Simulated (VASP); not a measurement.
An input for Quantum ESPRESSO's pw.x (written as the equivalent of a VASP run, and not itself run):

```
&CONTROL
  calculation = 'scf'
  pseudo_dir = './pseudo'
  outdir = './out'
  tprnfor = .true.
  tstress = .true.
/
&SYSTEM
  ibrav = 0
  nat = 3
  ntyp = 2
  ecutwfc = 96
  occupations = 'tetrahedra'
  input_dft = 'vdw-df-cx'
/
&ELECTRONS
  conv_thr = 7.3e-09
  electron_maxstep = 100
/
ATOMIC_SPECIES
  Co 58.933 Co.upf
  Si 28.085 Si.upf
CELL_PARAMETERS angstrom
    -0.0000000    2.6655342    2.6655342
     2.6655342    0.0000000    2.6655342
     2.6655342    2.6655342   -0.0000000
ATOMIC_POSITIONS crystal
  Co   0.0000000  0.0000000  0.0000000
  Si   0.2500000  0.2500000  0.2500000
  Si   0.7500000  0.7500000  0.7500000
K_POINTS automatic
  11 11 11 0 0 0
```

Task: Translate this input to VASP (INCAR, KPOINTS, POSCAR, choice of POTCAR).

Result: One answer among several that fit: 
### INCAR
```
SYSTEM = CoSi2
PREC = Accurate
ENCUT = 520
EDIFF = 1E-7
NELM = 100
ALGO = Normal
LREAL = .FALSE.
LASPH = .TRUE.
ISMEAR = -5
GGA = CX
LUSE_VDW = .TRUE.
AGGAC = 0.0
LMAXMIX = 4
LWAVE = .FALSE.
LCHARG = .TRUE.
LORBIT = 11
NEDOS = 601
ISIF = 2
LEFG = .TRUE.
```

File KPOINTS:
```
Automatic mesh
0
Gamma
11 11 11
0 0 0
```

POSCAR:
```
CoSi2
1
   -0.0000000000     2.6655342007     2.6655342007
    2.6655342007     0.0000000000     2.6655342007
    2.6655342007     2.6655342007    -0.0000000000
Co Si
1 2
Direct
  0.0000000000   0.0000000000   0.0000000000
  0.2500000000   0.2500000000   0.2500000000
  0.7500000000   0.7500000000   0.7500000000
```

POTCAR, in this order: Co Si (PBE.64 set). Program: vasp_std.

Limits of the translation: the potentials are each code's own (VASP's PAW set, PseudoDojo norm-conserving files in pw.x), so ENCUT and ecutwfc are chosen apart and not converted; conv_thr bounds pw.x's estimated SCF error, while EDIFF bounds the energy change between steps; the field gradients of LEFG aren't asked of the other code.

The compound is CoSi2 in the fluorite structure. It was relaxed first.
